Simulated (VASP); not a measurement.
These are PBE GGA, VASP's PBE PAW potentials (set 64) (plane waves; VASP 6.6.1) values and carry that method's errors.

VASP ran on this input.

**KPOINTS**
```
Regular mesh
0
Gamma
  9 9 9
```

INCAR:
```
IBRION = 2   ! conjugate gradients
ISIF = 3   ! ions, shape and volume
EDIFF = 1E-6   ! SCF stop (eV)
ALGO = Normal   ! blocked Davidson
ENCUT = 500
LWAVE = .False.
ISMEAR = 0   ! Gaussian
EDIFFG = -0.01
GGA = PE   ! PBE
SYSTEM = AlN
LASPH = .True.
LREAL = .False.
NELM = 100   ! most electronic steps
LCHARG = .False.
PREC = Accurate
SIGMA = 0.05   ! width (eV)
NSW = 60
```

### POSCAR
```
AlN
1.0
  0.0000000000   2.2003000490   2.2003000490
  2.2003000490   0.0000000000   2.2003000490
  2.2003000490   2.2003000490   0.0000000000
Al N
1 1
Cartesian
  0.0000000000   0.0000000000   0.0000000000
  3.3004500735   3.3004500735   3.3004500735
```

POTCAR, in this order: Al N (PBE.64 set). Program: vasp_std.

What does the run give for the energy per atom (σ→0)?

- energy per atom (σ→0): -7.424 eV/atom

### OSZICAR
```
...
DAV:   6    -0.148621401364E+02    0.23244E+01   -0.13609E+01   584   0.234E+01    0.291E+00
DAV:   7    -0.148539611951E+02    0.81789E-02   -0.99619E-02   576   0.336E+00    0.198E+00
DAV:   8    -0.148480488808E+02    0.59123E-02   -0.18920E-02   624   0.189E+00    0.413E-01
DAV:   9    -0.148477315473E+02    0.31733E-03   -0.83343E-04   784   0.229E-01    0.207E-01
DAV:  10    -0.148478409266E+02   -0.10938E-03   -0.26423E-04   616   0.140E-01    0.317E-02
DAV:  11    -0.148478398006E+02    0.11260E-05   -0.52632E-06   688   0.183E-02    0.151E-02
DAV:  12    -0.148478399305E+02   -0.12990E-06   -0.11140E-06   512   0.101E-02
   1 F= -.14847840E+02 E0= -.14847840E+02  d E =-.148478E+02
```

The structure comes from a computed database's AlN entry (F-43m); how it stands against other phases isn't given here. It was relaxed first. The start is the result of an earlier pass.
